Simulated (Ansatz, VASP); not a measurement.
## Ti2P (Ti2P (P-62m)) in two plane-wave programs

One calculation is typed for both programs; each brings its own data sets. How far apart do they land? The cell is taken from a series of runs on this material, whose earlier steps may have relaxed, scaled, displaced or heated it; both programs get it as it stands.

Method: plane waves, with VASP 6.6.1 beside it; relaxation of cell and atoms at r2SCAN, in Ansatz 0.2.0.

### 1. The structure

The structure is hexagonal, space group P-62m (No. 189). The conventional cell has a = 6.605 Å, b = 6.605 Å, c = 3.506 Å, α = 90.00°, β = 90.00°, γ = 120.00°. Ti has 4 P at 2.43 to 2.51 Å and 8 Ti at 2.84 to 2.94 Å nearest. Ti has 5 P at 2.66 to 2.70 Å and 6 Ti at 2.84 to 2.94 Å nearest. P has 9 Ti at 2.43 to 2.70 Å nearest. P has 9 Ti at 2.51 to 2.66 Å nearest. Farther neighbours are not listed.

Structure file:

```cif
data_structure
_symmetry_space_group_name_H-M 'P-62m'
_symmetry_Int_Tables_number 189
_cell_length_a 6.6050
_cell_length_b 6.6050
_cell_length_c 3.5064
_cell_angle_alpha 90.000
_cell_angle_beta 90.000
_cell_angle_gamma 120.000
_cell_volume 132.47
loop_
_atom_site_label
_atom_site_type_symbol
_atom_site_symmetry_multiplicity
_atom_site_Wyckoff_symbol
_atom_site_fract_x
_atom_site_fract_y
_atom_site_fract_z
_atom_site_occupancy
Ti1 Ti 3 g 0.00000 0.25397 0.50000 1
Ti2 Ti 3 f 0.59164 0.00000 0.00000 1
P1 P 1 a 0.00000 0.00000 0.00000 1
P2 P 2 d 0.66667 0.33333 0.50000 1
```

### 2. Ansatz: relaxation of cell and atoms, r2SCAN

Ansatz runs on its PAW soft_1 files.

The relaxed volume is the usual yardstick between codes: in a stiff, nearly cubic crystal its relative difference is about their pressure difference at one cell divided by the bulk modulus.

input.yaml

```yaml
crystal:
  lattice:
    - [6.6049654, 0.0, 0.0]
    - [-3.3024827, 5.7200678, 0.0]
    - [0.0, 0.0, 3.5063834]
  atoms:
    - { symbol: Ti, position: [0.0, 0.25397254, 0.5] }
    - { symbol: Ti, position: [0.25397254, 0.0, 0.5] }
    - { symbol: Ti, position: [0.74602746, 0.74602746, 0.5] }
    - { symbol: Ti, position: [0.59164464, 0.0, 0.0] }
    - { symbol: Ti, position: [0.40835536, 0.40835536, 0.0] }
    - { symbol: Ti, position: [0.0, 0.59164464, 0.0] }
    - { symbol: P, position: [0.0, 0.0, 0.0] }
    - { symbol: P, position: [0.66666667, 0.33333333, 0.5] }
    - { symbol: P, position: [0.33333333, 0.66666667, 0.5] }
basis:
  ecutwfc: 500
  xc_grid: 2
hamiltonian:
  xc: r2scan
  pseudopotentials: { kind: paw, azcp: { folder: soft_1 } }
kpoints:
  mp_grid: { grid: [7, 7, 11] }
scf:
  occupations: { method: fermi_dirac, width: 0.05 }
  max_iter: 150
output:
  forces: true
  stress: true
relax:
  f_tol: 0.01
  max_steps: 60
  cell: {}
checkpoint:
  write: "../r2scan.run"
  compress: false
  write_wavefunctions: false
  write_every: 100000
```

Launch:

```bash
$ ansatz run input.yaml --threads 4 --pin off --max-ram 6594MiB --backend cpu --events-out ev --progress --plain --runs-dir out
```

Numbers of over 12 decimals in the logs are rounded to 6 here.

Output:

```text
Engine: ansatz 0.2.0, aarch64-unknown-linux-gnu
Pseudopotentials: kind: paw
Pseudopotential: Ti, paw, valence charge 12, recommended cutoff 500 eV (meta_gga), soft_1/Ti.paw.azcp
Pseudopotential: P, paw, valence charge 5, recommended cutoff 500 eV (meta_gga), soft_1/P.paw.azcp
Functional definition: r2SCAN
  parameter k0 = 0.174
  parameter k1 = 0.065
  parameter a1 = 4.9479
  exchange = r2scan_x(k0 = k0, k1 = k1, a1 = a1)
  correlation = r2scan_c
Crystal: 9 atoms, lattice volume = 132.474 Å³
Basis set: ecut = 500 eV, 3361 PW (Γ), exchange–correlation on 100×100×54 points (8 copies of the dense FFT grid, shifted against one another)
Bands: 53, of which v1, the nominal top of the filled ones, is band 44 counted from 1 (43 counted from 0)
Symmetry: 12 space group operations
Space group: P-62m (ITA 189), of the structure as read, at distance tolerance 5.1e-5 Å
k-points: 48 of 539 (time reversal used)
Non-local potential: Ti, projectors of the file, l = 0: 3, l = 1: 2, l = 2: 3, l = 3: 1
Non-local potential: P, projectors of the file, l = 0: 2, l = 1: 2, l = 2: 1
PAW form: soft (Blöchl's): semilocal exchange-correlation on the pseudo side does not see the compensation charge
PAW frozen core: Ti, regenerated for the run's functional (the file was generated under x = pbe(κ = 0.804, μ = 0.219515), c = pbe(β = 0.066725))
PAW frozen core: P, regenerated for the run's functional (the file was generated under x = pbe(κ = 0.804, μ = 0.219515), c = pbe(β = 0.066725))
PAW one-centre angular grid: Ti, 590 points (default); XC on 160 Gauss nodes
PAW one-centre angular grid: P, 302 points (default); XC on 160 Gauss nodes
Initial density: superposition of atomic densities (chi_scale 0.1, normalization cell, long waves kept (reshape's long-wave potential 0.00 eV rms))
Initial wavefunctions: pseudopotential atomic-orbital guess
Functional: x = r2scan, c = r2scan; τ floored in thin density (d = 2e-4 eV/Å³)
SCF iter   1: F=—  HF=-17314.872743 eV  |F-HF|=—  |Δ(HF+E_count)|=         —  Δρ=5.59e-2  dr2=7.00e0  dr2_τ=2.86e-1  ethr=3.10e-3  ⟨swp⟩=7.0  Hψ=10005  notcnv=0  defer=3
preconditioner: auto → Kerker (q_TF=auto, 2.544 Å⁻¹)  [metal: Δε(μ)=0.004 eV  Ē_g=5.853 eV  σ=0.050 eV  W_gap=0.02  n_scr=32 (ndim 8)  ℏωp=20.1 eV  f_vac=0.000  D(μ)=9.17/eV (n_scr^D=98)]
SCF iter   2: F=—  HF=-17314.440381 eV  |F-HF|=—  |Δ(HF+E_count)|=   4.32e-1  Δρ=3.61e-2  dr2=1.90e0  dr2_τ=1.65e-1  ethr=3.10e-3  ⟨swp⟩=4.4  Hψ=5636  notcnv=0  defer=26
SCF iter   3: F=—  HF=-17314.329929 eV  |F-HF|=—  |Δ(HF+E_count)|=   1.10e-1  Δρ=1.97e-2  dr2=1.07e0  dr2_τ=3.22e-2  ethr=2.18e-3  ⟨swp⟩=4.3  Hψ=4580  notcnv=0  defer=25
SCF iter   4: F=—  HF=-17314.234407 eV  |F-HF|=—  |Δ(HF+E_count)|=   9.55e-2  Δρ=6.21e-3  dr2=7.61e-2  dr2_τ=3.54e-3  ethr=1.23e-3  ⟨swp⟩=3.3  Hψ=3642  notcnv=0  defer=27
SCF iter   5: F=—  HF=-17314.234543 eV  |F-HF|=—  |Δ(HF+E_count)|=   1.35e-4  Δρ=1.59e-3  dr2=5.69e-3  dr2_τ=2.27e-4  ethr=8.74e-5  ⟨swp⟩=2.9  Hψ=4046  notcnv=0  defer=26
SCF iter   6: F=—  HF=-17314.235405 eV  |F-HF|=—  |Δ(HF+E_count)|=   8.62e-4  Δρ=4.43e-4  dr2=3.41e-4  dr2_τ=1.43e-5  ethr=6.54e-6  ⟨swp⟩=2.0  Hψ=3513  notcnv=0  defer=26
SCF iter   7: F=—  HF=-17314.235517 eV  |F-HF|=—  |Δ(HF+E_count)|=   1.12e-4  Δρ=1.02e-4  dr2=1.59e-5  dr2_τ=1.80e-6  ethr=3.92e-7  ⟨swp⟩=2.0  Hψ=3503  notcnv=0  defer=26
SCF iter   8: F=—  HF=-17314.235520 eV  |F-HF|=—  |Δ(HF+E_count)|=   2.66e-6  Δρ=2.78e-5  dr2=1.15e-6  dr2_τ=6.69e-8  ethr=1.83e-8  ⟨swp⟩=2.0  Hψ=3541  notcnv=0  defer=26
SCF iter   9: F=—  HF=-17314.235520 eV  |F-HF|=—  |Δ(HF+E_count)|=   5.94e-7  Δρ=7.85e-6  dr2=1.22e-7  dr2_τ=5.14e-9  ethr=1.32e-9  ⟨swp⟩=2.0  Hψ=3533  notcnv=0  defer=26
SCF iter  10: F=-17314.235520 eV  HF=-17314.235520 eV  |F-HF|=3.35e-10  |Δ(HF+E_count)|=   2.39e-8  Δρ=1.53e-6  dr2=3.74e-9  dr2_τ=1.70e-10  ethr=1.15e-10  ⟨swp⟩=4.5  Hψ=8031  notcnv=0
SCF 1 converged in 10 iterations: F = -17314.235520 eV  dr2 = 3.74e-9
  greatest PAW one-centre occupation: 1.000 electrons in one spin orbital (limit 2), on the Ti atom at site 2 (counted from 0), in its partial waves of l = 0
relax step   1: F+E_penalty+E_count = -17314.23552038 eV  Δ(F+E_penalty+E_count) = +0.000e0 eV  max|allowed force component| = 3.102e-2 eV/Å  Δτ_max = 0.0000 Å  P = -0.210 GPa  Ω = 132.474 Å³  (10 SCF iters, dr2 threshold 1.00e-7 eV, accepted)
[...]
relax step   2: F+E_penalty+E_count = -17314.23583009 eV  Δ(F+E_penalty+E_count) = -3.097e-4 eV  max|allowed force component| = 1.698e-2 eV/Å  Δτ_max = 0.0056 Å  P = +0.078 GPa  Ω = 132.248 Å³  energy of the carried Pulay correction = +1.302e-4 eV  (7 SCF iters, dr2 threshold 1.49e-7 eV, accepted)
[...]
relax step   3: F+E_penalty+E_count = -17314.23589484 eV  Δ(F+E_penalty+E_count) = -6.475e-5 eV  max|allowed force component| = 3.130e-3 eV/Å  Δτ_max = 0.0021 Å  P = -0.001 GPa  Ω = 132.314 Å³  energy of the carried Pulay correction = +9.238e-5 eV  (6 SCF iters, dr2 threshold 5.40e-8 eV, accepted)
[...]
relax step   4: F+E_penalty+E_count = -17314.23581337 eV  Δ(F+E_penalty+E_count) = +8.147e-5 eV  max|allowed force component| = 3.190e-3 eV/Å  Δτ_max = 0.0000 Å  P = -0.001 GPa  Ω = 132.314 Å³  stress off target by 1.27e-3 GPa  SCF on the basis re-selected at this cell (its energy is not comparable with the rows above)  (6 SCF iters)
basis re-selected at this cell: Δ(F+E_penalty+E_count) = +8.147e-5 eV, ΔP = -0.000 GPa vs the last step (what re-selecting the basis moved, of the pressure what is left beyond the Pulay correction that the steps carried, after the strain that the cell walked since its last selection, with what the two solves' SCF thresholds leave and, on support functions, any second-order correction that the steps lacked; it is no m [...]
SCF converged after 6 iterations
Free energy (F): -17314.235813 eV
Harris-Foulkes:  -17314.235813 eV  (|F-HF|=3.64e-12)
Internal energy: -17314.170603 eV  (E = F + TS)
E sigma→0 (E₀):  -17314.203208 eV
Entropy (-TS):   -0.065211 eV (-7.246 meV/atom)
Fermi energy:    14.606553 eV
--- Per-component energies (eV) ---
  E_band       = -861.172170
  E_kinetic    = 1909.234714
  E_local      = -5378.841298  (includes V_loc(G=0)·N_el)
  E_nonlocal   = 454.336543
  E_hartree    = 2178.731516
  E_xc         = -887.113203
  E_vxc        = -1175.530616  (∫ρ·V_xc dr)
  E_paw        = -8002.926625  (= ΣΔE_a)
  E_vpaw       = -1099.246762  (= ΣTr[D̂ρ^β])
  E_aug_tail   = -0.000149  (compensation charges beyond the density's cutoff)
  E_vtau       = 71.412241  (kinetic-family band-sum trace: ∫τ·v_τ [+ j·A + Jᵃ·Aᵃ] dr)
  E_ewald      = -7585.798836
  E_core_change = -1.793265  (= ΣΔE_core)
  E_smearing   = -0.065211  (= −TS)
  E_closure    = 0.000000  (closes the sum)
  Σ components = -17314.235813   (vs F -17314.235813, Δ=0.00e0)
--- Forces (eV/Å), atoms counted from 1 ---
  atom   1  Ti     0.00159514    -0.00276287     0.00000000
  atom   2  Ti    -0.00319029    -0.00000000     0.00000000
  atom   3  Ti     0.00159514     0.00276287     0.00000000
  atom   4  Ti     0.00012647     0.00000000     0.00000000
  atom   5  Ti    -0.00006323    -0.00010952     0.00000000
  atom   6  Ti    -0.00006323     0.00010952     0.00000000
  atom   7  P      0.00000000     0.00000000     0.00000000
  atom   8  P     -0.00000000     0.00000000     0.00000000
  atom   9  P     -0.00000000    -0.00000000     0.00000000
  max |Σ_I F_I| component: 5.36e-17 eV/Å
--- Stress (GPa, compression-positive) ---
       -0.000638       0.000000       0.000000
       -0.000000      -0.000638       0.000000
        0.000000       0.000000      -0.001266
  P = ⅓ Tr σ = -0.0008 GPa (-0.008 kbar)
--- Relaxed structure (3 steps of the walk, 3 accepted, 1 SCFs on fresh bases) ---
  F+E_penalty+E_count = -17314.23581337 eV   max|allowed force component| = 3.190e-3 eV/Å   (the final SCF, on the basis selected at the relaxed cell)
  cell:  # Å, volume = 132.3136 Å³
    - [6.603124, 0.0, 0.0]
    - [-3.301562, 5.718473, 0.0]
    - [0.0, 0.0, 3.504087]
  atoms:
    - { symbol: Ti, position: [0.0, 0.253932, 0.5] }
    - { symbol: Ti, position: [0.253932, 0, 0.5] }
    - { symbol: Ti, position: [0.746068, 0.746068, 0.5] }
    - { symbol: Ti, position: [0.592175, 0, 0.0] }
    - { symbol: Ti, position: [0.407825, 0.407825, 0.0] }
    - { symbol: Ti, position: [-5.551115123125783e-17, 0.592175, 0.0] }
    - { symbol: P, position: [0, 0, 0.0] }
    - { symbol: P, position: [0.666667, 0.333333, 0.5] }
    - { symbol: P, position: [0.333333, 0.666667, 0.5] }
```

The column dr2 measures how far the density is from self-consistency, as an energy; F and HF (Harris–Foulkes) agree once it is small.

(Continued in part 2 of 2.)

[Lines on the potential files, build, host, timing and source positions are cut from VASP's logs without a mark.]

[Logs are printed without paths, hosts, clocks, repeated set-up lines and the standing remarks that a program may print on its own settings, such as how far it seeks lower states.]

[Hosts, paths, dates, database ids (printed as entryN), source tags and the programs' standing remarks are cut or masked in the printed files.]
